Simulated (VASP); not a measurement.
A VASP calculation is set up with these files.

INCAR:
```
SYSTEM = TbSb
PREC = Accurate
ENCUT = 400
EDIFF = 1E-6
NELM = 100
ALGO = Normal
LREAL = .FALSE.
LASPH = .TRUE.
ISMEAR = 1
SIGMA = 0.1
GGA = PE
LMAXMIX = 6
LWAVE = .FALSE.
LCHARG = .FALSE.
ISIF = 2
```

### POSCAR
```
TbSb
1
    4.9572840000     0.0000000000     0.0000000000
   -2.4786420000     4.2931340000     0.0000000000
    0.0000000000     0.0000000000     8.1188870000
Tb Sb
2 2
Direct
  0.6666670000   0.3333330000   0.0000000000
  0.3333330000   0.6666670000   0.5000000000
  0.6666670000   0.3333330000   0.6252000000
  0.3333330000   0.6666670000   0.1252000000
```

### KPOINTS
```
k-points along high-symmetry lines
5
Line-mode
Reciprocal
  0.000000   0.000000   0.000000 ! GAMMA
  0.500000   0.000000   0.000000 ! M

  0.500000   0.000000   0.000000 ! M
  0.333333   0.333333   0.000000 ! K

  0.333333   0.333333   0.000000 ! K
  0.000000   0.000000   0.000000 ! GAMMA

  0.000000   0.000000   0.000000 ! GAMMA
  0.000000   0.000000   0.500000 ! A

  0.000000   0.000000   0.500000 ! A
  0.500000   0.000000   0.500000 ! L

  0.500000   0.000000   0.500000 ! L
  0.333333   0.333333   0.500000 ! H

  0.333333   0.333333   0.500000 ! H
  0.000000   0.000000   0.500000 ! A

  0.500000   0.000000   0.500000 ! L
  0.500000   0.000000   0.000000 ! M

  0.333333   0.333333   0.500000 ! H
  0.333333   0.333333   0.000000 ! K
```

POTCAR, in this order: Tb_3 Sb (PBE.64 set). Program: vasp_std.

The resulting files:

### standard output
```
 POSCAR found type information on POSCAR TbSb
 POSCAR found :  2 types and       4 ions
 Reading from existing POTCAR
 Reading from existing POTCAR
 LDA part: xc-table for (Slater+PW92), standard interpolation
 POSCAR, INCAR and KPOINTS ok, starting setup
 WAVECAR not read
 entering main loop
       N       E                     dE             d eps       ncg     rms          rms(c)
DAV:   1     0.975075651774E+02    0.97508E+02   -0.10741E+04  1756   0.103E+03
DAV:   2    -0.120219723364E+02   -0.10953E+03   -0.10632E+03  1864   0.241E+02
DAV:   3    -0.204627190425E+02   -0.84407E+01   -0.83367E+01  2082   0.481E+01
DAV:   4    -0.206504459695E+02   -0.18773E+00   -0.18715E+00  2342   0.775E+00
DAV:   5    -0.206524555679E+02   -0.20096E-02   -0.20092E-02  2352   0.946E-01    0.254E+01
DAV:   6    -0.199061911760E+02    0.74626E+00   -0.22045E+00  1894   0.528E+00    0.158E+01
DAV:   7    -0.199128827859E+02   -0.66916E-02   -0.13447E+00  2140   0.456E+00    0.136E+00
DAV:   8    -0.198778419723E+02    0.35041E-01   -0.34607E-01  1902   0.233E+00    0.263E-01
DAV:   9    -0.198789728680E+02   -0.11309E-02   -0.11306E-02  2018   0.597E-01    0.228E-01
DAV:  10    -0.198795591233E+02   -0.58626E-03   -0.61364E-04  2224   0.112E-01    0.824E-02
DAV:  11    -0.198802040783E+02   -0.64495E-03   -0.10043E-03  1742   0.145E-01    0.646E-02
DAV:  12    -0.198802272154E+02   -0.23137E-04   -0.30739E-05  2358   0.252E-02    0.119E-02
DAV:  13    -0.198802370007E+02   -0.97853E-05   -0.18759E-05  1768   0.162E-02    0.624E-03
DAV:  14    -0.198802368738E+02    0.12689E-06   -0.24746E-06  1942   0.666E-03
   1 F= -.19880237E+02 E0= -.19881344E+02  d E =0.332148E-02
```

### OUTCAR
```
------------------------ aborting loop because EDIFF is reached ----------------------------------------
  FORCE on cell =-STRESS in cart. coord.  units (eV):
  Direction    XX          YY          ZZ          XY          YZ          ZX
  --------------------------------------------------------------------------------------
  Total       -0.6392057     -0.6392057     -1.8944825      0.0000000      0.0000000      0.0000000
  in kB       -5.9270212     -5.9270215    -17.5665489      0.0000000      0.0000000      0.0000000
  external PRESSURE =      -9.8068638 kB  Pullay stress =       0.0000000 kB
  volume of cell :      172.79
      direct lattice vectors                 reciprocal lattice vectors
     4.957284000  0.000000000  0.000000000     0.201723363  0.116465035  0.000000000
    -2.478642000  4.293134000  0.000000000     0.000000000  0.232930069  0.000000000
     0.000000000  0.000000000  8.118887000     0.000000000  0.000000000  0.123169592
 POSITION                                       TOTAL-FORCE (eV/Angst)
 -----------------------------------------------------------------------------------
      2.47864      1.43104      0.00000        -0.000000      0.000000      0.207368
     -0.00000      2.86209      4.05944         0.000000     -0.000000      0.207368
      2.47864      1.43104      5.07593         0.000000     -0.000000     -0.207368
     -0.00000      2.86209      1.01648        -0.000000     -0.000000     -0.207368
 -----------------------------------------------------------------------------------
    total drift:                                0.000139     -0.000080      0.001305
  FREE ENERGIE OF THE ION-ELECTRON SYSTEM (eV)
  ---------------------------------------------------
  free  energy   TOTEN  =       -19.8802368738 eV

  energy  without entropy=      -19.8835583575  energy(sigma->0) =      -19.88134404
```
(Selected blocks of OUTCAR.)

### Question
The run ends quietly. Is anything wrong with it?

### Answer
The cause: a line-mode KPOINTS file was used for a self-consistent run. The run ends without an error. Against the sound run, the energy per atom (σ→0) goes up by 0.008 eV/atom; the pressure falls by 0.13 GPa; the largest force rises by 0.109 eV/Å. To mend it, correct KPOINTS.
**KPOINTS**
```
Automatic mesh
0
Gamma
6 6 3
0 0 0
```
The mended run (PBE GGA, plane waves, VASP's PBE PAW potentials (set 64)) converges, and its OSZICAR ends with
```
   1 F= -.19912291E+02 E0= -.19914151E+02  d E =0.558069E-02
```

The structure was generated: TbSb was put into the wurtzite type (P6_3mc), which need not be its known phase. The cell was not relaxed at this level. The 4f electrons are frozen in the core of the lanthanide potential, so 4f levels, which can set the real gap, and their magnetism are missing.
